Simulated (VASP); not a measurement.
```
SnTe
1.0
    0.00000     2.92683     2.92683
    2.92683     0.00000     2.92683
    2.92683     2.92683     0.00000
Sn Te
1 1
Direct
  0.00000   0.00000   0.00000
  0.50000   0.50000   0.50000
```

The numbers are results of PBE GGA, VASP's PBE PAW potentials (set 64) (plane waves; VASP 6.6.1), not measurements. Numerical set-up: 500 eV cut-off, 11×11×11 Γ-centred mesh, first-order Methfessel-Paxton smearing of 0.10 eV, potentials Sn_d Te.

Unless said otherwise, spin-orbit coupling is left out, though it shifts the bands of the heavy elements here.

**Question.** What does the run give for the energy per atom (σ→0), pressure, band gap (on the k-mesh) with the smallest direct gap where there is one?

**Answer.** 
```yaml
band gap (on the k-mesh): none (metal, semimetal or under 0.01 eV)
energy per atom (σ→0): -3.397 eV/atom
pressure: 19.98 GPa
```

Total energies compare only between runs with the same potentials, cut-off and functional.

The compound is SnTe in the rock salt structure, which distorts at low temperature. It was relaxed first under an external pressure of 20 GPa.
